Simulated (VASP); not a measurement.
```
CELL_PARAMETERS angstrom
      0.00000     2.85258     2.85258
      2.85258     0.00000     2.85258
      2.85258     2.85258     0.00000
ATOMIC_POSITIONS crystal
  Al 0.00000 0.00000 0.00000
  As 0.25000 0.25000 0.25000
```

Computed with PBE GGA, VASP's PBE PAW potentials (set 64) (plane waves; VASP). Numerical set-up: 480 eV cut-off, 8×8×8 Γ-centred mesh, Gaussian smearing of 0.050 eV, potentials Al As.

Task: What does the run give for the energy per atom (σ→0), pressure, band gap (on the k-mesh) with the smallest direct gap where there is one?

Result: 
band gap (on the k-mesh): 1.47 eV
smallest direct gap (on the k-mesh): 1.88 eV
energy per atom (σ→0): -4.693 eV/atom
pressure: 1.00 GPa

The compound is AlAs in the zinc blende structure. It was relaxed first under an external pressure of 1 GPa.
